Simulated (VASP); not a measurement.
Given:

```
CELL_PARAMETERS angstrom
      5.12790     0.00000     0.00000
      0.00000     3.33070     0.00000
      0.00000     0.00000     5.52614
ATOMIC_POSITIONS crystal
  Ni 0.00944 0.25000 0.18729
  Ni 0.49056 0.75000 0.68729
  Ni 0.50944 0.25000 0.31271
  Ni 0.99056 0.75000 0.81271
  Si 0.32038 0.75000 0.08525
  Si 0.17962 0.25000 0.58525
  Si 0.82038 0.75000 0.41475
  Si 0.67962 0.25000 0.91475
```

Level of theory: PBEsol GGA, VASP's PBE PAW potentials (set 64) (plane waves; VASP). Numerical set-up: 400 eV cut-off, 7×10×6 Γ-centred mesh, tetrahedra with Blöchl corrections, potentials Ni Si.

Task: The job: SiNi (space group Pnma), 8 atoms, PBEsol, static run, 400 eV, 7×10×6 Γ-centred mesh. Roughly how much core time does it take on a busy server core?

Result: About 2 core-minutes (one run on a shared machine, a rough figure). It had 96 irreducible k-points, 33 bands, up to 1737 plane waves and 17 electronic steps.

The structure comes from a measured SiNi entry (Pnma) of the Crystallography Open Database, whose conditions weren't checked. It was relaxed first.
